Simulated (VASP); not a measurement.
Set up this calculation in VASP 6.6.1, as an ASE script.

```yaml
Task: single point
Functional: RPBE
Potentials_or_basis: VASP PAW PBE potentials, release 64 (La, Rb_sv, Mg_pv)
Cutoff: 520 eV
k_mesh: 5 × 5 × 5
Occupations: methfessel-paxton, width 0.1 eV
Spin: no spin polarisation
Further_INCAR_settings: ADDGRID = .TRUE.; ALGO = Normal; EDIFF = 1.00e-06; NBANDS = 44; AMIX = 0.200000; BMIX = 0.000100
```

Crystal: RbLaMg6.

```
CELL_PARAMETERS angstrom
0.00000 3.61559 -6.03105
0.00000 3.61559 6.03105
5.42779 0.00000 0.00000
ATOMIC_POSITIONS crystal
La 0.65739 0.34261 0.50000
Rb 0.85120 0.14880 0.00000
Mg 0.33929 0.16383 0.00000
Mg 0.83617 0.66071 0.00000
Mg 0.33304 0.66696 0.00000
Mg 0.15393 0.84607 0.50000
Mg 0.19914 0.37016 0.50000
Mg 0.62984 0.80086 0.50000
```

The cell comes from a database or a generator and needn't be the stable form of this composition.

One way to write it, as run:

run.py

```python
from ase.calculators.vasp import Vasp
from ase.dft.bandgap import bandgap
from ase.spacegroup import crystal

atoms = crystal(
    ['La', 'Rb', 'Mg', 'Mg', 'Mg', 'Mg'],
    basis=[[0.5, 0.5, 0.842606], [0.0, 0.5, 0.648801], [0.0, 0.5, 0.166957], [0.0, 0.251559, 0.912271], [0.5, 0.5, 0.346073], [0.5, 0.284649, 0.085513]],
    spacegroup=38,
    setting=1,
    cellpar=[5.427793, 7.231186, 12.062097, 90.0, 90.0, 90.0],
    primitive_cell=True,
)
calc = Vasp(
    directory='calc',
    xc='rpbe',
    pp='PBE',
    setups='materialsproject',
    prec='Accurate',
    encut=520,
    ediff=1e-06,
    ismear=1,
    sigma=0.1,
    lreal=False,
    lasph=True,
    nelm=100,
    algo='Normal',
    isif=2,
    lwave=False,
    lcharg=False,
    addgrid=True,
    amix=0.2,
    bmix=0.0001,
    amix_mag=0.8,
    bmix_mag=0.0001,
    kpts=[5, 5, 5],
    gamma=True,
    nbands=44,
)
atoms.calc = calc

print('energy (eV):', atoms.get_potential_energy())
print('free energy (eV):', atoms.get_potential_energy(force_consistent=True))
print('forces (eV/A):')
print(atoms.get_forces())
print('stress (eV/A^3, Voigt):', atoms.get_stress())
print('Fermi level (eV):', calc.get_fermi_level())
gap, top, bottom = bandgap(calc)
print('band gap (eV):', gap, 'from (spin, k, band)', top, 'to', bottom)
```

Potentials or basis: VASP PAW PBE potentials, release 64 (La, Rb_sv, Mg_pv).

Command:

```console
$ python run.py
```

It gave:

```yaml
Pressure: 0.9 GPa
Largest_force: 0.079 eV/Å
Band_gap_on_the_k_mesh: none (metal or under the smearing width)
```

Caveat: the PAW data sets were made with another functional, which shifts forces and pressure a little.

Run time: 5.3 min on 1 thread of Intel(R) Xeon(R) Platinum 8559C (Emerald Rapids), on a shared host, peak memory 0.71 GiB.
